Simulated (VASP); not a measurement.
OSZICAR of a VASP run on NSi62:

OSZICAR:
```
       N       E                     dE             d eps       ncg     rms          rms(c)
DAV:   1    -0.385338807476E+03   -0.38534E+03   -0.12440E+01   640   0.803E+00    0.187E+01
DAV:   2    -0.385458474869E+03   -0.11967E+00   -0.44047E-01   704   0.137E+00    0.123E+01
DAV:   3    -0.385446018943E+03    0.12456E-01   -0.34690E-02   704   0.377E-01    0.734E+00
DAV:   4    -0.385442360219E+03    0.36587E-02   -0.26718E-02   704   0.268E-01    0.424E+00
DAV:   5    -0.385441684830E+03    0.67539E-03   -0.44907E-03   696   0.115E-01    0.245E+00
DAV:   6    -0.385441615342E+03    0.69488E-04   -0.25587E-03   688   0.922E-02    0.139E+00
DAV:   7    -0.385442230110E+03   -0.61477E-03   -0.20219E-03   696   0.726E-02    0.791E-01
DAV:   8    -0.385442778201E+03   -0.54809E-03   -0.81386E-04   696   0.444E-02    0.456E-01
DAV:   9    -0.385443313749E+03   -0.53555E-03   -0.74465E-04   688   0.427E-02    0.259E-01
DAV:  10    -0.385443810810E+03   -0.49706E-03   -0.45764E-04   704   0.363E-02    0.154E-01
DAV:  11    -0.385444267228E+03   -0.45642E-03   -0.43440E-04   704   0.393E-02    0.985E-02
DAV:  12    -0.385444733619E+03   -0.46639E-03   -0.50397E-04   720   0.430E-02    0.754E-02
DAV:  13    -0.385445247739E+03   -0.51412E-03   -0.54569E-04   688   0.446E-02    0.721E-02
DAV:  14    -0.385445866220E+03   -0.61848E-03   -0.71712E-04   712   0.507E-02    0.801E-02
DAV:  15    -0.385446689883E+03   -0.82366E-03   -0.10791E-03   696   0.621E-02    0.972E-02
DAV:  16    -0.385447916153E+03   -0.12263E-02   -0.17728E-03   712   0.790E-02    0.126E-01
DAV:  17    -0.385449977344E+03   -0.20612E-02   -0.31412E-03   688   0.104E-01    0.176E-01
DAV:  18    -0.385453914517E+03   -0.39372E-02   -0.62728E-03   712   0.147E-01    0.262E-01
DAV:  19    -0.385462290173E+03   -0.83757E-02   -0.14310E-02   704   0.221E-01    0.407E-01
DAV:  20    -0.385479649213E+03   -0.17359E-01   -0.34772E-02   704   0.343E-01    0.575E-01
DAV:  21    -0.385505122897E+03   -0.25474E-01   -0.71389E-02   688   0.485E-01    0.612E-01
DAV:  22    -0.385526268008E+03   -0.21145E-01   -0.81193E-02   704   0.523E-01    0.495E-01
DAV:  23    -0.385539049216E+03   -0.12781E-01   -0.48039E-02   712   0.406E-01    0.366E-01
DAV:  24    -0.385544910542E+03   -0.58613E-02   -0.17383E-02   704   0.236E-01    0.268E-01
DAV:  25    -0.385546809884E+03   -0.18993E-02   -0.53950E-03   704   0.131E-01    0.184E-01
DAV:  26    -0.385547376935E+03   -0.56705E-03   -0.19639E-03   720   0.800E-02    0.121E-01
DAV:  27    -0.385547559144E+03   -0.18221E-03   -0.69720E-04   712   0.483E-02    0.767E-02
DAV:  28    -0.385547622615E+03   -0.63471E-04   -0.23999E-04   720   0.286E-02    0.495E-02
DAV:  29    -0.385547645772E+03   -0.23157E-04   -0.73060E-05   696   0.159E-02    0.324E-02
DAV:  30    -0.385547654577E+03   -0.88051E-05   -0.23306E-05   512   0.958E-03
   1 F= -.38554765E+03 E0= -.38554765E+03  d E =-.411219E-08  mag=     2.0000
```

**Question.** Which electronic solver shows in the log?

**Answer.** It is blocked Davidson (ALGO = Normal, or the opening steps of other solvers). The INCAR had ALGO = Normal.

**Question.** How was spin treated?

**Answer.** Collinear spin (ISPIN = 2): the summary line carries one mag value, 2.00 μB in the cell.

**Question.** Can the final energy be trusted as converged?

**Answer.** Self-consistency was reached. It stopped with EDIFF = 1E-5, NELM = 50 (HSE06 screened hybrid, plane waves, VASP's PBE PAW potentials (set 64)).  The cell is charged, with a uniform compensating background. The supercell is sampled at Γ alone, which is coarse: total energies, pressure and levels can be off, energies of defects by several tenths of an eV.

The cell is a supercell with a defect, built from Si (diamond): N_Si-vac_Si, charge -1. The cell's shape comes from a PBE relaxation. The total moment is imposed (NUPDOWN), so this need not be the lowest spin state.
